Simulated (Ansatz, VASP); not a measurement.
# Cross-check of CuNi (Cu-Ni-Ni-Cu stack, (111) layers) between VASP and Ansatz, part 2 of 2

Aim: how closely do two programs agree when they are given the same cell, functional and k mesh? Of the first pair: The structure shown is the end of the Ansatz relaxation below.

VASP 6.6.1 and Ansatz 0.2.0.

So far: The structure; Ansatz: relaxation, PBEsol.

## Step 3: VASP: single point, PBEsol, relaxed cell, pair 1

Level of this step: PBEsol, spin-polarised from a ferromagnetic start; plane waves and PAW (Cu, Ni) (VASP).

The same cell, functional, mesh and smearing now go to VASP, with its own data sets.

Lines of VASP's logs that name or quote its potential files are left out, and so is its time.

INCAR reads:

```
SYSTEM = CuNi
PREC = Accurate
ENCUT = 520
EDIFF = 1E-06
NELM = 200
ISMEAR = 0
SIGMA = 0.15
LREAL = .FALSE.
ALGO = Normal
GGA = PS
NBANDS = 30
ISPIN = 2
MAGMOM = 0 0 0.43 0.43
LASPH = .TRUE.
LMAXMIX = 4
LORBIT = 11
LWAVE = .FALSE.
LCHARG = .FALSE.
ISIF = 2
LDIPOL = .TRUE.
IDIPOL = 3
DIPOL = 0.5 0.5 0.237
LVHAR = .TRUE.
GGA_COMPAT = .FALSE.
NELMDL = -8
KPAR = 2
```

POSCAR reads:

```
CuNi
1.0
    2.4470904954      0.0000000000      0.0000000000
   -1.2235452477      2.1192425344      0.0000000000
    0.0000000000      0.0000000000     35.9936387213
Cu Ni
2 2
Direct
    0.0000000000      0.0000000000      0.1532632121
    0.0000000000      0.0000000000      0.3217323874
    0.3333333333      0.6666666667      0.2098455805
    0.6666666667      0.3333333333      0.2651500190
```

KPOINTS reads:

```
Automatic mesh
0
Gamma
12 12 1
0 0 0
```

PAW data sets: Cu and Ni (PBE family, release 64).

On the command line:

```bash
$ mpirun -np 2 vasp_std
```

Numbers of over 12 decimals in the logs are rounded to 6 here.

What it wrote:

```text
[banner, memory and clock lines left out]
running    2 mpi-ranks, on    1 nodes
 distrk:  each k-point on    1 cores,    2 groups
 distr:  one band on    1 cores,    1 groups

 POSCAR found type information on POSCAR CuNi
 POSCAR found :  2 types and       4 ions
|                                                                             |
|               ----> ADVICE to this user running VASP <----                  |
|                                                                             |
|     You enforced a specific xc type in the INCAR file but a different       |
|     [... a line on the potential file left out ...]
|     I HOPE YOU KNOW WHAT YOU ARE DOING!                                     |
|                                                                             |

 LDA part: xc-table for (Slater+PW92), standard interpolation
 POSCAR, INCAR and KPOINTS ok, starting setup
 FFT: planning ... GRIDC
 FFT: planning ... GRID_SOFT
 FFT: planning ... GRID
 WAVECAR not read
 entering main loop
       N       E                     dE             d eps       ncg     rms          rms(c)
DAV:   1     0.312750356788E+03    0.31275E+03   -0.17371E+04  2288   0.140E+03
DAV:   2    -0.381506789533E+01   -0.31657E+03   -0.30072E+03  2340   0.316E+02
DAV:   3    -0.236452099176E+02   -0.19830E+02   -0.19187E+02  2612   0.116E+02
DAV:   4    -0.242212675860E+02   -0.57606E+00   -0.56813E+00  2690   0.232E+01
DAV:   5    -0.242415712120E+02   -0.20304E-01   -0.20302E-01  3472   0.368E+00
DAV:   6    -0.242421538484E+02   -0.58264E-03   -0.58263E-03  3400   0.506E-01
DAV:   7    -0.242421712721E+02   -0.17424E-04   -0.17423E-04  3408   0.803E-02
DAV:   8    -0.242421718689E+02   -0.59689E-06   -0.59701E-06  2822   0.149E-02    0.199E+01
DAV:   9    -0.238565572063E+02    0.38561E+00   -0.80608E+01  2850   0.239E+02    0.156E+01
DAV:  10    -0.242398139458E+02   -0.38326E+00   -0.52187E+01  3032   0.132E+02    0.217E+01
DAV:  11    -0.198638702595E+02    0.43759E+01   -0.84672E+00  3740   0.782E+01    0.360E+00
DAV:  12    -0.198332195884E+02    0.30651E-01   -0.24725E+00  3344   0.261E+01    0.262E+00
DAV:  13    -0.197836867099E+02    0.49533E-01   -0.22561E-01  2746   0.577E+00    0.148E+00
DAV:  14    -0.197519499368E+02    0.31737E-01   -0.11531E-01  2744   0.110E+01    0.266E-01
[...]
DAV:  28    -0.197664699733E+02   -0.13285E-03   -0.25989E-06  2054   0.119E-02    0.138E-03
DAV:  29    -0.197665194872E+02   -0.49514E-04   -0.31430E-07  1694   0.397E-03    0.112E-03
DAV:  30    -0.197665485450E+02   -0.29058E-04   -0.22043E-07  1736   0.567E-03    0.883E-04
DAV:  31    -0.197665612083E+02   -0.12663E-04   -0.18432E-07  1754   0.746E-03    0.613E-04
DAV:  32    -0.197665676555E+02   -0.64472E-05   -0.11090E-07  1762   0.490E-03    0.552E-04
DAV:  33    -0.197665719460E+02   -0.42905E-05   -0.29229E-08  1566   0.213E-03    0.176E-04
DAV:  34    -0.197665740409E+02   -0.20948E-05   -0.20260E-08  1512   0.116E-03    0.207E-04
DAV:  35    -0.197665749563E+02   -0.91547E-06   -0.68661E-09  1560   0.818E-04
   1 F= -.19766575E+02 E0= -.19740349E+02  d E =-.524518E-01  mag=     0.7580
```

From OUTCAR (step 3):

```text
ion  position               nearest neighbor table
   1  0.000  0.000  0.153-   3 2.48   3 2.48   3 2.48
   2  0.000  0.000  0.322-   4 2.48   4 2.48   4 2.48
   3  0.333  0.667  0.210-   4 2.44   4 2.44   4 2.44   1 2.48   1 2.48   1 2.48
   4  0.667  0.333  0.265-   3 2.44   3 2.44   3 2.44   2 2.48   2 2.48   2 2.48

  LATTYP: Found a hexagonal cell.
 ALAT       =     2.4470904954
 C/A-ratio  =    14.7087485277

 Subroutine GETGRP returns: Found 12 space group operations
 (whereof  6 operations were pure point group operations)

The static configuration has the point symmetry C_3v.
 The point group associated with its full space group is D_3d.

 Found     19 irreducible k-points:

   k-points           NKPTS =     19   k-points in BZ     NKDIM =     19   number of bands    NBANDS=     30

   dimension x,y,z NGX =    18 NGY =   18 NGZ =  270
   dimension x,y,z NGXF=    36 NGYF=   36 NGZF=  540

   ENCUT  =  520.0 eV  38.22 Ry    6.18 a.u.   4.55  4.55 66.92*2*pi/ulx,y,z

   NELECT =      42.0000    total number of electrons

 k-points in reciprocal lattice and weights: Automatic mesh
   0.00000000  0.00000000  0.00000000       0.007
   0.08333333 -0.00000000  0.00000000       0.042
   0.16666667 -0.00000000  0.00000000       0.042
   0.25000000 -0.00000000  0.00000000       0.042
   0.33333333 -0.00000000  0.00000000       0.042
   0.41666667 -0.00000000  0.00000000       0.042
   0.50000000 -0.00000000  0.00000000       0.021
   0.08333333  0.08333333  0.00000000       0.042
   0.16666667  0.08333333  0.00000000       0.083
[...]
0.33333333  0.25000000  0.00000000       0.083
   0.33333333  0.33333333  0.00000000       0.014

 dipolmoment           0.000000      0.000000     -0.000005 electrons x Angstroem

 average (electrostatic) potential at core
       1 -72.5692       2 -72.5692       3 -92.7726       4 -92.7726

 E-fermi :  -1.8524

 spin component 1
 k-point     1 :       0.0000    0.0000    0.0000
  band No.  band energies     occupation
    ...
     21      -2.7673      1.00000
     22      -2.7673      1.00000
     23      -2.2958      0.99999
     24      -2.2958      0.99999
     25      -1.9598      0.84433
     26       2.8419      0.00000
     27       2.9836      0.00000
     28       3.2543      0.00000
     29       3.5319      0.00000
     30       3.9669      0.00000

 k-point     2 :       0.0833   -0.0000    0.0000
  band No.  band energies     occupation
    ...
     20      -2.9524      1.00000
     21      -2.7852      1.00000
     22      -2.6242      1.00000
     23      -2.2886      0.99998
     24      -2.2023      0.99951
     25      -1.0897      0.00000
     26       3.0534      0.00000
     27       3.2196      0.00000
     28       3.4878      0.00000
     29       3.7557      0.00000
    ...

 k-point     3 :       0.1667   -0.0000    0.0000
  band No.  band energies     occupation
    ...
     19      -3.2930      1.00000
     20      -3.0596      1.00000
     21      -2.8112      1.00000
     22      -2.4429      1.00000
     23      -2.2764      0.99997
     24      -1.3260      0.00000
     25       0.2109      0.00000
     26       3.6779      0.00000
     27       3.9271      0.00000
     28       4.1881      0.00000
    ...

 k-point     4 :       0.2500   -0.0000    0.0000
  band No.  band energies     occupation
    ...
     19      -3.0603      1.00000
     20      -3.0214      1.00000
     21      -2.7395      1.00000
     22      -2.2715      0.99996
     23      -2.0387      0.96054
     24      -0.2767      0.00000
     25       1.7490      0.00000
     26       4.6863      0.00000
     27       5.1015      0.00000
     28       5.3541      0.00000
    ...

 k-point     5 :       0.3333   -0.0000    0.0000
  band No.  band energies     occupation
    ...
     18      -3.0169      1.00000
     19      -2.6612      1.00000
     20      -2.6226      1.00000
     21      -2.4562      1.00000
     22      -2.2697      0.99996
     23      -1.4218      0.00002
     24       0.9576      0.00000
     25       3.5001      0.00000
     26       5.8950      0.00000
     27       6.6911      0.00000
    ...

 k-point     6 :       0.4167   -0.0000    0.0000
  band No.  band energies     occupation
    ...
     17      -2.7566      1.00000
     18      -2.5965      1.00000
     19      -2.3696      1.00000
     20      -2.1941      0.99936
     21      -2.1544      0.99779
     22      -1.4852      0.00027
     23      -0.4340      0.00000
     24       1.8992      0.00000
     25       4.6049      0.00000
     26       4.8544      0.00000
    ...

  Total        0.1110370      0.1110370      0.0259680      0.0000000      0.0000000     -0.0000000
  in kB        0.9530636      0.9530636      0.2228913      0.0000000      0.0000000     -0.0000000
  external PRESSURE =       0.7096728 kB  Pullay stress =       0.0000000 kB

  energy-cutoff  :      520.00
  volume of cell :      186.66
      direct lattice vectors                 reciprocal lattice vectors
     2.447090495  0.000000000  0.000000000     0.408648557  0.235933354  0.000000000
    -1.223545248  2.119242534  0.000000000     0.000000000  0.471866709  0.000000000
     0.000000000  0.000000000 35.993638721     0.000000000  0.000000000  0.027782687

 POSITION                                       TOTAL-FORCE (eV/Angst)
 -----------------------------------------------------------------------------------
      0.00000      0.00000      5.51650        -0.000000      0.000000     -0.010350
      0.00000      0.00000     11.58032         0.000000      0.000000      0.010350
     -0.00000      1.41283      7.55311        -0.000000      0.000000      0.009947
      1.22355      0.70641      9.54371         0.000000      0.000000     -0.009947
 -----------------------------------------------------------------------------------
    total drift:                               -0.000001     -0.000001     -0.000804

  FREE ENERGIE OF THE ION-ELECTRON SYSTEM (eV)
  ---------------------------------------------------
  free  energy   TOTEN  =       -19.7665749563 eV

  energy  without entropy=      -19.7141231376  energy(sigma->0) =      -19.74034905

 vacuum level on the upper side and lower side of the slab         3.228         3.228

 total charge
# of ion       s       p       d       tot
------------------------------------------
    1        0.486   0.369   9.184  10.039
    2        0.486   0.369   9.184  10.039
    3        0.509   0.522   8.364   9.395
    4        0.509   0.522   8.364   9.395
--------------------------------------------------
tot          1.990   1.782  35.095  38.867

 magnetization (x)
# of ion       s       p       d       tot
------------------------------------------
    1       -0.001  -0.007   0.006  -0.002
    2       -0.001  -0.007   0.006  -0.002
    3       -0.004  -0.013   0.409   0.392
    4       -0.004  -0.013   0.409   0.392
--------------------------------------------------
tot         -0.012  -0.040   0.831   0.779

[... 6 further parts left out ...]
```

The magnetic state follows from one typed start and may not be the lowest.

## Step 4: Differences

Known differences besides the potentials themselves: VASP starts from the moments at which Ansatz ended; Ansatz cuts the interaction across the vacuum, VASP repeats the sheet with a dipole correction (LDIPOL); the data sets hold 74 valence electrons in Ansatz (on its PAW soft_1 files) and 42 in VASP; the cutoff is 420 eV in Ansatz and 520 eV in VASP; Ansatz makes its cores anew for this functional, VASP keeps those of its PBE data sets; site moments are counted in spheres of each program's own size. Total energies have different zeros and are not compared.

The two programs side by side:

```
          quantity  Ansatz  VASP  difference
 total moment (μB)    0.80  0.76       +0.04
moment on Ni4 (μB)    0.43  0.39       +0.04
moment on Ni3 (μB)    0.43  0.39       +0.04
```

The largest component of a force difference here is 10 meV/Å. Where the cell holds vacuum, a pressure given here is an average over it and none of the material.

## Step 5: Ansatz: relaxation, PBEsol

The two programs are compared at the cell with which this relaxation starts, whose forces are those of its first step.

The structure compared here is the start of the Ansatz relaxation; VASP solves that cell, so the two are compared at the walk's first step.

input.yaml reads:

```yaml
crystal:
  lattice:
    - [2.48902, 0.0, 0.0]
    - [-1.24451, 2.15555, 0.0]
    - [0.0, 0.0, 17.09682]
  atoms:
    - { symbol: Cu, position: [0.0, 0.0, 0.32169727] }
    - { symbol: Ni, position: [0.33333333, 0.66666667, 0.44056576], spin: 0.35 }
    - { symbol: Ni, position: [0.66666667, 0.33333333, 0.55943424], spin: 0.35 }
    - { symbol: Cu, position: [0.0, 0.0, 0.67830273] }
  periodic: [true, true, false]
kpoints:
  mp_grid: { grid: [15, 15, 1] }
hamiltonian:
  xc: pbesol
  pseudopotentials: { kind: paw, azcp: { folder: soft_1 }, xc_functional: pbe }
scf:
  occupations: { method: gaussian, width: 0.1 }
output:
  forces: true
  stress: true
  eigenvalues: true
  populations: true
magnetization:
  spin_polarized: true
relax:
  adjacent_minimum: "off"
  f_tol: 0.005
  max_steps: 80
  cell: { stress_2d_tol: 0.02 }
```

On the command line:

```bash
$ ansatz run input.yaml --threads 4 --pin off --max-ram 12288MiB --backend cpu --events-out ev --progress --plain --runs-dir out
```

What it wrote:

```text
[...]
- { symbol: Ni, position: [0.333333, 0.666667, 0.209834] }
    - { symbol: Ni, position: [0.666667, 0.333333, 0.265162] }
    - { symbol: Cu, position: [0, 0, 0.321735] }
--- Löwdin populations: 4 sites ---
  site symbol       q [e]    m [muB]
     0     Cu     18.7958     0.0045
     1     Ni     17.8097     0.4888
     2     Ni     17.8097     0.4888
     3     Cu     18.7958     0.0045
  spilling = 0.010662 (of n_electrons = 74.000000)
[key lines of the parts left out:]
SCF converged after 13 iterations
Magnetization: 0.9235 μB (37.4617 up, 36.5383 down)
Free energy (F): -24786.349025 eV
Fermi energy:    -5.072242 eV
P = ½ c Tr σ = 0.0153 N/m
```

## Step 6: VASP: single point, PBEsol, start cell, pair 2

The same cell, functional, mesh and smearing now go to VASP, with its own data sets.

Edit INCAR of step 3 so:

```diff
@@ -6,3 +6,3 @@
 ISMEAR = 0
-SIGMA = 0.15
+SIGMA = 0.1
 LREAL = .FALSE.
@@ -12,3 +12,3 @@
 ISPIN = 2
-MAGMOM = 0 0 0.43 0.43
+MAGMOM = -0 -0 0.5 0.5
 LASPH = .TRUE.
```

POSCAR reads:

```
CuNi
1.0
    2.4890170000      0.0000000000      0.0000000000
   -1.2445090000      2.1555520000      0.0000000000
    0.0000000000      0.0000000000     35.9936390000
Cu Ni
2 2
Direct
    0.0000000000      0.0000000000      0.1528047775
    0.0000000000      0.0000000000      0.3221908182
    0.3333335446      0.6666668213      0.2092667818
    0.6666668572      0.3333331787      0.2657288139
```

KPOINTS reads:

```
Automatic mesh
0
Gamma
15 15 1
0 0 0
```

On the command line:

```bash
$ mpirun -np 2 vasp_std
```

What it wrote:

```text
[banner, memory and clock lines left out]
running    2 mpi-ranks, on    1 nodes
[...]
[... a notice as in an earlier step ...]

 LDA part: xc-table for (Slater+PW92), standard interpolation
 POSCAR, INCAR and KPOINTS ok, starting setup
[...]
entering main loop
       N       E                     dE             d eps       ncg     rms          rms(c)
DAV:   1     0.307667698986E+03    0.30767E+03   -0.17279E+04  3264   0.138E+03
DAV:   2    -0.456764169499E+01   -0.31224E+03   -0.29729E+03  3318   0.312E+02
DAV:   3    -0.235305269009E+02   -0.18963E+02   -0.18355E+02  3672   0.114E+02
DAV:   4    -0.240845029324E+02   -0.55398E+00   -0.54626E+00  3744   0.226E+01
[...]
DAV:  35    -0.197042213288E+02   -0.15500E-05   -0.12842E-08  2220   0.153E-03    0.228E-04
DAV:  36    -0.197042232645E+02   -0.19357E-05   -0.30056E-08  2200   0.130E-03    0.158E-04
DAV:  37    -0.197042236463E+02   -0.38178E-06   -0.53063E-09  2286   0.107E-03
   1 F= -.19704224E+02 E0= -.19690795E+02  d E =-.268570E-01  mag=     0.8846
```

From OUTCAR (step 6):

```text
  Total       -2.0959621     -2.0959622     -1.1896193      0.0000005      0.0000000     -0.0000000
  in kB      -17.3892915    -17.3892923     -9.8697566      0.0000040      0.0000000     -0.0000000
  external PRESSURE =     -14.8827801 kB  Pullay stress =       0.0000000 kB

 POSITION                                       TOTAL-FORCE (eV/Angst)
 -----------------------------------------------------------------------------------
      0.00000      0.00000      5.50000        -0.000000      0.000000      0.111186
      0.00000      0.00000     11.59682         0.000000     -0.000000     -0.111186
      0.00000      1.43703      7.53227         0.000000     -0.000000      0.243016
      1.24451      0.71852      9.56455        -0.000000      0.000000     -0.243016
 -----------------------------------------------------------------------------------
    total drift:                                0.000011     -0.000000      0.000830

  FREE ENERGIE OF THE ION-ELECTRON SYSTEM (eV)
  ---------------------------------------------------
  free  energy   TOTEN  =       -19.7042236463 eV

  energy  without entropy=      -19.6773666301  energy(sigma->0) =      -19.69079514

 magnetization (x)
# of ion       s       p       d       tot
------------------------------------------
    1       -0.002  -0.009   0.005  -0.006
    2       -0.002  -0.009   0.005  -0.006
    3       -0.004  -0.014   0.481   0.463
    4       -0.004  -0.014   0.481   0.463
--------------------------------------------------
tot         -0.012  -0.046   0.972   0.914

[... 3 further parts left out ...]
[key lines of the parts left out:]
E-fermi :  -1.8796
```

The run ends at a pressure of -1.49 GPa, with forces up to 0.24 eV/Å.

## Step 7: Comparison

What differs besides the data sets and the points named for the pairs above, as far as they apply: the data sets hold 74 valence electrons in Ansatz (on its PAW soft_1 files) and 42 in VASP. Total energies have different zeros and are not compared.

Forces (eV/Å; atoms numbered as in POSCAR):

```
atom        Ansatz x, y, z          VASP x, y, z
 Cu1   0.000, 0.000, 0.126   0.000, 0.000, 0.111
 Cu2  0.000, 0.000, -0.126  0.000, 0.000, -0.111
 Ni3   0.000, 0.000, 0.240   0.000, 0.000, 0.243
 Ni4  0.000, 0.000, -0.240  0.000, 0.000, -0.243
```

The forces differ by 6.0 meV/Å r.m.s., which is 5.5 % of the r.m.s. force of 0.109 eV/Å (both taken over all components). Moments aren't recorded for both runs of this pair, so they may hold unlike magnetic states. Where the cell holds vacuum, a pressure given here is an average over it and none of the material.

## Step 8: Outcome

| Item | Value |
| --- | --- |
| difference in total moment (single point, PBEsol, relaxed cell, pair 1) | 0.038 μB |
| r.m.s. force difference (single point, PBEsol, start cell, pair 2) | 6.0 meV/Å |

In words: The r.m.s. force difference is 6.0 meV/Å (single point, PBEsol, start cell, pair 2), within the 12 meV/Å picked in this series as the mark of a large difference. The data sets hold unlike numbers of valence electrons (74 in Ansatz and 42 in VASP), so part of the differences may come from the potentials. Such differences can come from data sets, numerical settings and the points named under the comparisons, not from the functional's error against experiment.

[Lines on the potential files, build, host, timing and source positions are cut from VASP's logs without a mark.]

[Logs are printed without paths, hosts, clocks, repeated set-up lines and the standing remarks that a program may print on its own settings, such as how far it seeks lower states.]

[Hosts, paths, dates, database ids (printed as entryN), source tags and the programs' standing remarks are cut or masked in the printed files.]
